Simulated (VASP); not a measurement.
Consider the following.

```
Sr
1.0
   -2.39986     2.39986     2.39986
    2.39986    -2.39986     2.39986
    2.39986     2.39986    -2.39986
Sr
1
Direct
  0.00000   0.00000   0.00000
```

These are r2SCAN meta-GGA, VASP's PBE PAW potentials (set 64) (plane waves; VASP) values and carry that method's errors. Settings: 400 eV cut-off, 12×12×12 Γ-centred mesh, tetrahedra with Blöchl corrections, potentials Sr_sv.

### Question
Estimate the energy per atom (σ→0), band gap (over mesh and band path) with the smallest direct gap where there is one.

### Answer

```
Property                                                              Result
----------------------------------  ----------------------------------------
band gap (over mesh and band path)  none (metal, semimetal or under 0.01 eV)
energy per atom (σ→0)                                        -15.085 eV/atom
```

Only differences to runs with the same potentials and settings are physical.

The structure was generated: Sr was put into the bcc type (Im-3m), which need not be its known phase. It was relaxed first.
